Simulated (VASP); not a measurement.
Calculation: PBE GGA, VASP's PBE PAW potentials (set 64) (plane waves; VASP).

The input files of a VASP run:

File POSCAR:
```
PbS
1
    0.0000000000     2.9447550000     2.9447550000
    2.9447550000     0.0000000000     2.9447550000
    2.9447550000     2.9447550000     0.0000000000
Pb S
1 1
Direct
  0.0000000000   0.0000000000   0.0000000000
  0.5000000000   0.5000000000   0.5000000000
```

INCAR:
```
SYSTEM = PbS
PREC = Accurate
ENCUT = 210
EDIFF = 1E-04
NELM = 100
ALGO = Normal
LREAL = .FALSE.
LASPH = .TRUE.
ISMEAR = 0
SIGMA = 0.05
GGA = PE
LMAXMIX = 4
LWAVE = .FALSE.
LCHARG = .FALSE.
ISIF = 2
```

### KPOINTS
```
kpoints
0
G
 8 8 8
0 0 0
```

POTCAR, in this order: Pb_d S (PBE.64 set). Program: vasp_std.

Output of the run:

**OSZICAR**
```
       N       E                     dE             d eps       ncg     rms          rms(c)
DAV:   1     0.101162064015E+03    0.10116E+03   -0.63383E+03   850   0.722E+02
DAV:   2    -0.444437027263E+01   -0.10561E+03   -0.10401E+03  1004   0.255E+02
DAV:   3    -0.908555320700E+01   -0.46412E+01   -0.46344E+01   908   0.572E+01
DAV:   4    -0.913856620968E+01   -0.53013E-01   -0.52999E-01  1006   0.755E+00
DAV:   5    -0.913976033624E+01   -0.11941E-02   -0.11941E-02   926   0.929E-01    0.634E+00
DAV:   6    -0.869342821450E+01    0.44633E+00   -0.13344E+00  1104   0.838E+00    0.450E+00
DAV:   7    -0.869496773464E+01   -0.15395E-02   -0.15854E-01   856   0.216E+00    0.242E+00
DAV:   8    -0.869833955449E+01   -0.33718E-02   -0.17197E-02   896   0.134E+00    0.251E-01
DAV:   9    -0.869793892917E+01    0.40063E-03   -0.31435E-03  1160   0.477E-01    0.817E-02
DAV:  10    -0.869812730945E+01   -0.18838E-03   -0.36107E-04   866   0.118E-01    0.692E-02
DAV:  11    -0.869812429596E+01    0.30135E-05   -0.73010E-05   562   0.864E-02
   1 F= -.86981243E+01 E0= -.86981242E+01  d E =-.173638E-06
```

### OUTCAR
```
------------------------ aborting loop because EDIFF is reached ----------------------------------------
  FORCE on cell =-STRESS in cart. coord.  units (eV):
  Direction    XX          YY          ZZ          XY          YZ          ZX
  --------------------------------------------------------------------------------------
  Total       -1.7118906     -1.7118906     -1.7118906     -0.0000000      0.0000000     -0.0000000
  in kB      -53.7043048    -53.7043048    -53.7043048     -0.0000000      0.0000000     -0.0000000
  external PRESSURE =     -53.7043048 kB  Pullay stress =       0.0000000 kB
  volume of cell :       51.07
      direct lattice vectors                 reciprocal lattice vectors
     0.000000000  2.944755000  2.944755000    -0.169793412  0.169793412  0.169793412
     2.944755000  0.000000000  2.944755000     0.169793412 -0.169793412  0.169793412
     2.944755000  2.944755000  0.000000000     0.169793412  0.169793412 -0.169793412
  FREE ENERGIE OF THE ION-ELECTRON SYSTEM (eV)
  ---------------------------------------------------
  free  energy   TOTEN  =        -8.6981242960 eV

  energy  without entropy=       -8.6981241223  energy(sigma->0) =       -8.69812421
```
(Selected blocks of OUTCAR.)

OUTCAR:
```
 val. band max:        6.1409687875   @ k =   0.5000   0.0000   0.0000

 cond. band min:       6.4209565018   @ k =   0.5000   0.0000   0.0000


 Fermi energy:         6.2809631473

 k-point     1 :       0.0000    0.0000    0.0000
  band No.  band energies     occupation
      1     -10.7587      2.00000
      2     -10.7587      2.00000
      3     -10.7587      2.00000
      4     -10.7381      2.00000
      5     -10.7381      2.00000
      6      -7.7012      2.00000
      7       0.0964      2.00000
      8       3.8387      2.00000
      9       3.8387      2.00000
     10       3.8387      2.00000
     11      11.3914      0.00000
     12      11.3914      0.00000
     13      11.3914      0.00000
     14      12.8393      0.00000

 k-point     2 :       0.1250    0.0000    0.0000
  band No.  band energies     occupation
      1     -10.7570      2.00000
      2     -10.7509      2.00000
      3     -10.7509      2.00000
      4     -10.7364      2.00000
      5     -10.7364      2.00000
      6      -7.5640      2.00000
      7      -0.3909      2.00000
      8       3.8834      2.00000
      9       3.8834      2.00000
     10       4.2081      2.00000
     11      10.1223      0.00000
     12      10.5819      0.00000
     13      10.5819      0.00000
     14      12.7924      0.00000

 k-point     3 :       0.2500    0.0000    0.0000
  band No.  band energies     occupation
      1     -10.7631      2.00000
      2     -10.7631      2.00000
      3     -10.7439      2.00000
      4     -10.7343      2.00000
      5     -10.7343      2.00000
      6      -7.1820      2.00000
      7      -1.4168      2.00000
      8       4.0047      2.00000
      9       4.0047      2.00000
     10       4.9110      2.00000
     11       8.4640      0.00000
     12       9.3346      0.00000
     13       9.3347      0.00000
     14      12.9751      0.00000

 k-point     4 :       0.3750    0.0000    0.0000
  band No.  band energies     occupation
...
```

At this cut-off the stress carries a Pulay error, which pulls relaxed volumes low.  Unless said otherwise, spin-orbit coupling is left out, though it shifts the bands of the heavy elements here.

The structure is a typed PbS crystal. The cell was not relaxed at this level. The run is one of a series of settings (EDIFF = 1E-04, ENCUT = 210, KPOINTS 8×8×8 Γ-centred mesh against the base run), some of them coarse on purpose.
